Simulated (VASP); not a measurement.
Calculation: MS2 meta-GGA, VASP's PBE PAW potentials (set 64) (plane waves; VASP).

VASP input:

### INCAR
```
NELM  =  100   ! most electronic steps
SYSTEM  =  SnO2
ISIF  =  3
ALGO  =  Normal
EDIFF  =  1E-6
PREC  =  Accurate
LMAXMIX  =  4   ! l cut-off of mixed one-centre charges
LCHARG  =  F
EDIFFG  =  -0.02
ENCUT  =  520   ! plane-wave cut-off (eV)
NSW  =  60   ! most ionic steps
LASPH  =  T
IBRION  =  2
METAGGA  =  MS2
LMIXTAU  =  T
SIGMA  =  0.05
LWAVE  =  F
ISMEAR  =  0   ! Gaussian
LREAL  =  F   ! projection in real space or not
```

File KPOINTS:
```
Automatic mesh
0
Gamma
4 4 6
0 0 0
```

POSCAR:
```
SnO2
1.0
  4.7701778429   0.0000000000   0.0000000000
  0.0000000000   4.7701778429   0.0000000000
  0.0000000000   0.0000000000   3.2197953572
Sn O
2 4
Cartesian
  0.0000000000   0.0000000000   0.0000000000
  2.3850889214   2.3850889214   1.6098976786
  1.4615030886   1.4615030886   0.0000000000
  3.8465920100   0.9235858329   1.6098976786
  0.9235858329   3.8465920100   1.6098976786
  3.3086747543   3.3086747543   0.0000000000
```

POTCAR, in this order: Sn_d O (PBE.64 set). Program: vasp_std.

Unless said otherwise, spin-orbit coupling is left out, though it shifts the bands of the heavy elements here.

Problem. What does the run give for the energy per atom (σ→0), volume per atom, band gap (on the k-mesh)?

Solution. 
```json
{
 "energy per atom (σ→0)": "-6.699 eV/atom",
 "band gap (on the k-mesh)": "1.42 eV",
 "volume_per_atom": "12.13 Å^3/atom"
}
```

**OSZICAR**
```
...
DAV:   3    -0.401957583162E+02   -0.20579E-03   -0.88797E-04  1733   0.267E-01    0.444E-02
DAV:   4    -0.401957109037E+02    0.47413E-04   -0.26677E-04  1866   0.164E-01    0.754E-03
DAV:   5    -0.401957301748E+02   -0.19271E-04   -0.18690E-04  1608   0.116E-01    0.548E-03
DAV:   6    -0.401957239530E+02    0.62217E-05   -0.92743E-06  1630   0.301E-02    0.356E-03
DAV:   7    -0.401957180416E+02    0.59114E-05   -0.14498E-06  1130   0.133E-02    0.104E-03
DAV:   8    -0.401957163667E+02    0.16749E-05   -0.83900E-07   835   0.122E-02    0.479E-04
DAV:   9    -0.401957155479E+02    0.81873E-06   -0.34197E-07   758   0.626E-03
   5 F= -.40195716E+02 E0= -.40195716E+02  d E =-.475312E-03
```

The compound is SnO2 in the rutile structure. This run relaxes it. Symmetry was kept, so distortions that lower it aren't found. The start is the result of an earlier pass.
